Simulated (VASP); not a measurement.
A convergence study with VASP on MgO (rock salt): one setting is varied, all else stays as given below, so the limit is that of these other settings. Each run relaxes cell and ions from the cell shown. The basis is that of the starting cell, so low cut-offs carry a Pulay error.

```xyz
2
Lattice="0.0000 2.1050 2.1050 2.1050 0.0000 2.1050 2.1050 2.1050 0.0000" Properties=species:S:1:pos:R:3 pbc="T T T"
Mg     0.0000     0.0000     0.0000
O      2.1050     2.1050     2.1050
```

Calculation: PBE GGA, VASP's PBE PAW potentials (set 64) (plane waves; VASP). The tightest run used: 800 eV cut-off, 9×9×9 Γ-centred mesh, Gaussian smearing of 0.050 eV, potentials Mg O.

Gaps are read on the run's mesh, which can miss a band edge.

```tsv
setting	relaxed volume (Å³/atom)	E (eV/atom)	gap on the mesh (eV)	plane waves
ENCUT = 250	7.534	-6.6299	7.087	175
ENCUT = 300	8.311	-6.1542	5.938	229
ENCUT = 350	8.912	-6.0019	5.209	290
ENCUT = 400	9.286	-5.9636	4.794	347
```

These are the cheaper rows. Estimate the results at ENCUT = 800, and how far the last row shown lies from them.

```csv
quantity,tightest run,last row shown is off by
relaxed volume (Å³/atom),9.569,-0.283
E (eV/atom),-5.9595,-0.0041
gap on the mesh (eV),4.499,0.295
```

Left out are rungs that failed or repeat a setting and relaxations that didn't move; long series are thinned to 24 rows.

The compound is MgO in the rock salt structure.
